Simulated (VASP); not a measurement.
Calculation: LDA (Ceperley-Alder, Perdew-Zunger), VASP's LDA PAW potentials (set 64) (plane waves; VASP 6.6.1).

The input files of a VASP run:

### KPOINTS
```
Automatic mesh
0
Gamma
  6 6 6
0 0 0
```

**INCAR**
```
! general
SYSTEM  = CaPb3
PREC    = Accurate
ENCUT   = 300
LREAL   = .FALSE.   ! projection in real space or not
LASPH   = .TRUE.   ! aspherical one-centre terms

! electronic loop
EDIFF   = 1E-6
NELM    = 100   ! most electronic steps
ALGO    = Normal   ! blocked Davidson
LMAXMIX = 4   ! l cut-off of mixed one-centre charges

! smearing
ISMEAR  = 0   ! Gaussian
SIGMA   = 0.136

! ions
ISIF    = 2   ! forces and stress, cell fixed

! output
LWAVE   = .FALSE.
LCHARG  = .FALSE.
```

POSCAR:
```
CaPb3
1
    4.8875230000     0.0000000000     0.0000000000
    0.0000000000     4.8875230000     0.0000000000
    0.0000000000     0.0000000000     4.8875230000
Ca Pb
1 3
Direct
  0.0000000000   0.0000000000   0.0000000000
  0.0000000000   0.5000000000   0.5000000000
  0.5000000000   0.0000000000   0.5000000000
  0.5000000000   0.5000000000   0.0000000000
```

POTCAR, in this order: Ca_sv Pb_d (LDA.64 set). Program: vasp_std.

Output of the run:

**OSZICAR**
```
       N       E                     dE             d eps       ncg     rms          rms(c)
DAV:   1     0.513758114707E+03    0.51376E+03   -0.19257E+04  1240   0.134E+03
DAV:   2     0.217322402794E+02   -0.49203E+03   -0.48587E+03  1296   0.435E+02
DAV:   3    -0.149118814230E+02   -0.36644E+02   -0.36364E+02  1529   0.152E+02
DAV:   4    -0.166165634549E+02   -0.17047E+01   -0.17006E+01  2137   0.324E+01
DAV:   5    -0.166593666310E+02   -0.42803E-01   -0.42797E-01  1947   0.354E+00    0.347E+00
DAV:   6    -0.165345072983E+02    0.12486E+00   -0.31537E-01  1586   0.470E+00    0.211E+00
DAV:   7    -0.165170122413E+02    0.17495E-01   -0.91597E-02  1611   0.251E+00    0.653E-01
DAV:   8    -0.165138524508E+02    0.31598E-02   -0.15433E-02  1554   0.105E+00    0.399E-02
DAV:   9    -0.165138749772E+02   -0.22526E-04   -0.95966E-04  2111   0.179E-01    0.340E-02
DAV:  10    -0.165138809736E+02   -0.59964E-05   -0.75091E-05  1490   0.568E-02    0.218E-02
DAV:  11    -0.165138783902E+02    0.25834E-05   -0.21268E-05  1557   0.345E-02    0.364E-03
DAV:  12    -0.165138782935E+02    0.96740E-07   -0.91665E-07  1069   0.792E-03
   1 F= -.16513878E+02 E0= -.16505483E+02  d E =-.167905E-01
```

File OUTCAR:
```
------------------------ aborting loop because EDIFF is reached ----------------------------------------
  FORCE on cell =-STRESS in cart. coord.  units (eV):
  Direction    XX          YY          ZZ          XY          YZ          ZX
  --------------------------------------------------------------------------------------
  Total       -2.1164732     -2.1164732     -2.1164732      0.0000000     -0.0000000      0.0000000
  in kB      -29.0440331    -29.0440331    -29.0440331      0.0000000     -0.0000000      0.0000000
  external PRESSURE =     -29.0440331 kB  Pullay stress =       0.0000000 kB
  volume of cell :      116.75
      direct lattice vectors                 reciprocal lattice vectors
     4.887523000  0.000000000  0.000000000     0.204602618  0.000000000  0.000000000
     0.000000000  4.887523000  0.000000000     0.000000000  0.204602618  0.000000000
     0.000000000  0.000000000  4.887523000     0.000000000  0.000000000  0.204602618
 POSITION                                       TOTAL-FORCE (eV/Angst)
 -----------------------------------------------------------------------------------
      0.00000      0.00000      0.00000         0.000000      0.000000      0.000000
      0.00000      2.44376      2.44376         0.000000      0.000000      0.000000
      2.44376      0.00000      2.44376         0.000000      0.000000      0.000000
      2.44376      2.44376      0.00000         0.000000      0.000000      0.000000
 -----------------------------------------------------------------------------------
    total drift:                                0.000000      0.000000      0.000000
  FREE ENERGIE OF THE ION-ELECTRON SYSTEM (eV)
  ---------------------------------------------------
  free  energy   TOTEN  =       -16.5138782935 eV

  energy  without entropy=      -16.4970878288  energy(sigma->0) =      -16.50548306
```
(Selected blocks of OUTCAR.)

At this cut-off the stress carries a Pulay error, which pulls relaxed volumes low.

The structure comes from a computed database's CaPb3 entry (Pm-3m); how it stands against other phases isn't given here. The cell was not relaxed at this level.
